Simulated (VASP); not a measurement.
Computed with PBEsol GGA, VASP's PBE PAW potentials (set 64) (plane waves; VASP 6.6.1).

VASP ran on this input.

**KPOINTS**
```
Automatic mesh
0
Gamma
12 12 12
0 0 0
```

**INCAR**
```
ALGO = Normal
EDIFF = 1E-7
ENCUT = 480
GGA = PS
ISIF = 2
ISMEAR = 1
LASPH = .TRUE.
LCHARG = .FALSE.
LMAXMIX = 4
LREAL = .FALSE.
LWAVE = .FALSE.
NELM = 100
PREC = Accurate
SIGMA = 0.1
SYSTEM = As
```

### POSCAR
```
As
1
    3.5873054695    -1.8944734389    -0.0546380478
    3.5873054695     1.8944734389    -0.0546380478
    2.6050561707     0.0000000000     3.1277683012
As
2
Direct
  0.2304979450   0.2304979450   0.2304979450
  0.7695020550   0.7695020550   0.7695020550
```

POTCAR, in this order: As (PBE.64 set). Program: vasp_std.

Problem. What will the output report for the number of irreducible k-points (NKPTS), number of bands (NBANDS), largest plane-wave count, number of space-group operations, FFT grid (NGX, NGY, NGZ)?

Solution. 
- number of irreducible k-points (NKPTS) = 476
- number of bands (NBANDS) = 9
- largest plane-wave count = 1052
- number of space-group operations = 4
- FFT grid (NGX, NGY, NGZ) = 30 × 30 × 30

The compound is As in the a7 structure. This cell was strained or had an atom moved on purpose.
